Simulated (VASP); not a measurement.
These are LDA (Ceperley-Alder, Perdew-Zunger), VASP's LDA PAW potentials (set 64) (plane waves; VASP 6.6.1) values and carry that method's errors.

A VASP calculation is set up with these files.

POSCAR:
```
AuZn
1
    3.1947300000     0.0000000000     0.0000000000
    0.0000000000     3.1947300000     0.0000000000
    0.0000000000     0.0000000000     3.1947300000
Zn Au
1 1
Direct
  0.5000000000   0.5000000000   0.5000000000
  0.0000000000   0.0000000000   0.0000000000
```

### INCAR
```
# general
SYSTEM   =  AuZn
PREC     =  Accurate
ENCUT    =  180
LREAL    =  .FALSE.
LASPH    =  .TRUE.

# electronic loop
EDIFF    =  1E-03
NELM     =  100
ALGO     =  Normal
LMAXMIX  =  6

# smearing
ISMEAR   =  1
SIGMA    =  0.136

# ions
ISIF     =  2

# output
LWAVE    =  .FALSE.
LCHARG   =  .FALSE.
```

KPOINTS:
```
Automatic mesh
0
Gamma
3 3 3
0 0 0
```

POTCAR, in this order: Zn Au (LDA.64 set). Program: vasp_std.

What VASP printed:

### OSZICAR
```
       N       E                     dE             d eps       ncg     rms          rms(c)
DAV:   1     0.494374169408E+02    0.49437E+02   -0.65081E+03   128   0.748E+02
DAV:   2    -0.548246764477E+01   -0.54920E+02   -0.53524E+02   141   0.173E+02
DAV:   3    -0.615527508552E+01   -0.67281E+00   -0.67251E+00   141   0.216E+01
DAV:   4    -0.615633102610E+01   -0.10559E-02   -0.10559E-02   134   0.775E-01
DAV:   5    -0.615633539628E+01   -0.43702E-05   -0.43700E-05   102   0.522E-02    0.987E+00
DAV:   6    -0.478483871248E+01    0.13715E+01   -0.48697E+00   120   0.314E+01    0.291E+00
DAV:   7    -0.476082584873E+01    0.24013E-01   -0.13933E-01   120   0.440E+00    0.132E+00
DAV:   8    -0.475626180597E+01    0.45640E-02   -0.76953E-03   127   0.106E+00    0.741E-02
DAV:   9    -0.475609252037E+01    0.16929E-03   -0.10268E-03    60   0.455E-01
   1 F= -.47560925E+01 E0= -.47507831E+01  d E =-.159282E-01
```

**OUTCAR**
```
------------------------ aborting loop because EDIFF is reached ----------------------------------------
  FORCE on cell =-STRESS in cart. coord.  units (eV):
  Direction    XX          YY          ZZ          XY          YZ          ZX
  --------------------------------------------------------------------------------------
  Total      -29.4473106    -29.4473106    -29.4473106     -0.0000000     -0.0000000      0.0000000
  in kB    -1446.9507199  -1446.9507199  -1446.9507199     -0.0000000     -0.0000000      0.0000000
  external PRESSURE =   -1446.9507199 kB  Pullay stress =       0.0000000 kB
  volume of cell :       32.61
      direct lattice vectors                 reciprocal lattice vectors
     3.194730000  0.000000000  0.000000000     0.313015497  0.000000000  0.000000000
     0.000000000  3.194730000  0.000000000     0.000000000  0.313015497  0.000000000
     0.000000000  0.000000000  3.194730000     0.000000000  0.000000000  0.313015497
 POSITION                                       TOTAL-FORCE (eV/Angst)
 -----------------------------------------------------------------------------------
      1.59736      1.59736      1.59736         0.000000      0.000000      0.000000
      0.00000      0.00000      0.00000         0.000000      0.000000      0.000000
 -----------------------------------------------------------------------------------
    total drift:                                0.000000     -0.000000      0.000000
  FREE ENERGIE OF THE ION-ELECTRON SYSTEM (eV)
  ---------------------------------------------------
  free  energy   TOTEN  =        -4.7560925204 eV

  energy  without entropy=       -4.7401643358  energy(sigma->0) =       -4.75078313
```
(Selected blocks of OUTCAR.)

At this cut-off the stress carries a Pulay error, which pulls relaxed volumes low.

The structure is a typed AuZn crystal. The cell was not relaxed at this level. The k-mesh is coarse (spacing up to 0.66 per Å, 2π included), so the numbers may not be converged in it. The run is one of a series of settings (EDIFF = 1E-03, ENCUT = 180, SIGMA = 0.136, KPOINTS 3×3×3 Γ-centred mesh against the base run), some of them coarse on purpose. The electron count is odd and the run is not spin-polarised, which forces a metal.
